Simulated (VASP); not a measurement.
Energy against volume of CoGa (CsCl type). Calculation: r2SCAN meta-GGA, VASP's PBE PAW potentials (set 64) (plane waves; VASP). Numerical set-up: 520 eV cut-off, 13×13×13 Γ-centred mesh, first-order Methfessel-Paxton smearing of 0.10 eV, potentials Ga_d Co.

```csv
V (Å³/atom),E (eV/atom)
10.818,-12.49469
11.164,-12.51697
11.509,-12.52381
11.854,-12.51765
```

**Question.** Fit these four points and predict the energy of the run at 12.200 Å³/atom.

**Answer.** A cubic in V^(−2/3), the third-order Birch-Murnaghan form, passes through the four points with V0 = 11.51 Å³/atom and B0 = 201 GPa, and gives -12.5004 eV/atom there. The run gave -12.5005 eV/atom, -0.1 meV/atom from the fit; all five points give B0 = 201 GPa.

The compound is CoGa in the CsCl type structure. It was relaxed first. The run is not spin-polarised, so no magnetic state was tried.
